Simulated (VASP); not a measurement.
An input for Ansatz (written as the equivalent of a VASP run, and not itself run):

Ansatz 0.2 input:
```yaml
crystal:
  lattice:
    - [1.6341455, -2.8304235, 0.0000000]
    - [1.6341455, 2.8304235, 0.0000000]
    - [0.0000000, 0.0000000, 5.2408722]
  atoms:
    - { symbol: Zn, position: [0.6666670, 0.3333330, 0.5002976] }
    - { symbol: Zn, position: [0.3333330, 0.6666670, 0.0002976] }
    - { symbol: O, position: [0.6666670, 0.3333330, 0.8817024] }
    - { symbol: O, position: [0.3333330, 0.6666670, 0.3817024] }
kpoints:
  mp_grid: { grid: [7, 7, 4] }
hamiltonian:
  xc: pbe
  dispersion: d4
  pseudopotentials: { kind: paw }
scf:
  occupations: { method: gaussian, width: 0.05 }
  max_iter: 100
relax:
  max_steps: 60
  f_tol: 0.02
  cell: {}
output: { forces: true, stress: true, eigenvalues: true }
```

Q: Write the VASP files for the same calculation (PBE-D4).

A: This is not unique; one that fits is 
**INCAR**
```
SYSTEM=ZnO
PREC=Accurate; ENCUT=520; LREAL=F
LASPH=T
EDIFF=1E-6; NELM=100; ALGO=Normal
LMAXMIX=4
ISMEAR=0; SIGMA=0.05
GGA=PE; IVDW=13
IBRION=2; NSW=60; ISIF=3
EDIFFG=-0.02
LWAVE=F; LCHARG=F
```

File POSCAR:
```
ZnO
1
    1.6341454986    -2.8304234756    -0.0000000000
    1.6341454986     2.8304234756     0.0000000000
   -0.0000000000    -0.0000000000     5.2408722277
Zn O
2 2
Direct
  0.6666670000   0.3333330000   0.5002975683
  0.3333330000   0.6666670000   0.0002975683
  0.6666670000   0.3333330000   0.8817024317
  0.3333330000   0.6666670000   0.3817024317
```

### KPOINTS
```
Regular mesh
0
gamma
 7 7 4
0 0 0
```

POTCAR, in this order: Zn O (PBE.64 set). Program: vasp_std.

Limits of the translation: each code has its own PAW files, so the cut-off isn't converted (ENCUT is set for VASP's; basis.ecutwfc is left out, and Ansatz then takes the one that its files recommend); Ansatz stops its SCF on the density residual and VASP on the energy change (EDIFF).

The compound is ZnO in the wurtzite structure. This run relaxes it. Symmetry was kept, so distortions that lower it aren't found. The start is the result of an earlier pass.
